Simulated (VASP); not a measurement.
The input files of a VASP run:

INCAR:
```
SYSTEM = BN
PREC = Accurate; ENCUT = 520; LREAL = .FALSE.
LASPH = .TRUE.
EDIFF = 1E-6; NELM = 100; ALGO = Normal
LMIXTAU = .TRUE.
ISMEAR = 0; SIGMA = 0.05
METAGGA = R2SCAN
IBRION = 2; NSW = 60; ISIF = 3
EDIFFG = -0.02
LWAVE = .FALSE.; LCHARG = .FALSE.
```

KPOINTS:
```
Automatic mesh
0
gamma
 9 9 5
0 0 0
```

File POSCAR:
```
BN
1.0
  2.5425746344   0.0000000000   0.0000000000
 -1.2712873172   2.2019343036   0.0000000000
  0.0000000000   0.0000000000   4.2054549576
B N
2 2
Cart
  1.2712885885   0.7339773672   4.2045665624
 -0.0000012713   1.4679569364   2.1018390836
  1.2712885885   0.7339773672   2.6292977437
 -0.0000012713   1.4679569364   0.5265702649
```

POTCAR, in this order: B N (PBE.64 set). Program: vasp_std.

Q: Translate this r2SCAN calculation to Ansatz.

A: One equivalent input (not run):
Ansatz 0.2 input:
```yaml
crystal:
  lattice:
    - [2.5425746, 0.0000000, 0.0000000]
    - [-1.2712873, 2.2019343, 0.0000000]
    - [0.0000000, 0.0000000, 4.2054550]
  atoms:
    - { symbol: B, position: [0.6666670, 0.3333330, 0.9997888] }
    - { symbol: B, position: [0.3333330, 0.6666670, 0.4997888] }
    - { symbol: N, position: [0.6666670, 0.3333330, 0.6252112] }
    - { symbol: N, position: [0.3333330, 0.6666670, 0.1252112] }
kpoints:
  mp_grid: { grid: [9, 9, 5] }
hamiltonian:
  xc: r2scan
  pseudopotentials: { kind: paw }
scf:
  occupations: { method: gaussian, width: 0.05 }
  max_iter: 100
relax:
  max_steps: 60
  f_tol: 0.02
  cell: {}
output: { forces: true, stress: true, eigenvalues: true }
```
What does not carry over: each code has its own PAW files, so the cut-off isn't converted (ENCUT is set for VASP's; basis.ecutwfc is left out, and Ansatz then takes the one that its files recommend); Ansatz stops its SCF on the density residual and VASP on the energy change (EDIFF).

The structure comes from a computed database's BN entry (P6_3mc); how it stands against other phases isn't given here. This run relaxes it. Symmetry was kept, so distortions that lower it aren't found. The start is the result of an earlier pass.
